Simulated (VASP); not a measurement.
A run of VASP 6.6.1:

INCAR

```
SYSTEM = SiF
ALGO     = Normal         ! electronic algorithm
EDIFF    = 1E-6           ! SCF threshold, eV
ENCUT    = 520            ! plane-wave cutoff, eV
GGA      = PE             ! functional
ISIF     = 2              ! what is computed and relaxed
ISMEAR   = 0              ! smearing method
LASPH    = .TRUE.         ! aspherical terms in the spheres
LCHARG   = .FALSE.        ! write CHGCAR
LREAL    = .FALSE.        ! projectors in reciprocal space
LWAVE    = .FALSE.        ! write WAVECAR
NBANDS   = 12             ! bands
NELM     = 100            ! most SCF steps
PREC     = Accurate       ! precision mode
SIGMA    = 0.1            ! smearing width, eV
```

KPOINTS

```
k-points
0
G
  6 6 6
  0 0 0
```

POSCAR

```
SiF
1.0
    1.5663429000      0.9043284900      2.5806903100
   -1.5663429000      0.9043284900      2.5806903100
    0.0000000000     -1.8086569800      2.5806903100
Si F
1 1
Direct
    0.5000000000      0.5000000000      0.5000000000
    0.0000000000      0.0000000000      0.0000000000
```

Potentials or basis: VASP PAW PBE potentials, release 64 (Si, F).

Run with:

```bash
$ cat potpaw_PBE.64/Si/POTCAR potpaw_PBE.64/F/POTCAR > POTCAR
$ mpirun -np 1 vasp_std > vasp.out
```

Hardware: 1 thread of AMD EPYC 7R13 Processor (Zen 3) (shared host).

Question: How long does it take, and how much memory?

Answer: Run time: 6.3 s on 1 thread of AMD EPYC 7R13 Processor (Zen 3), with other jobs on the host, peak memory 0.1 GiB. Counts: scf iterations 11, k points 32.
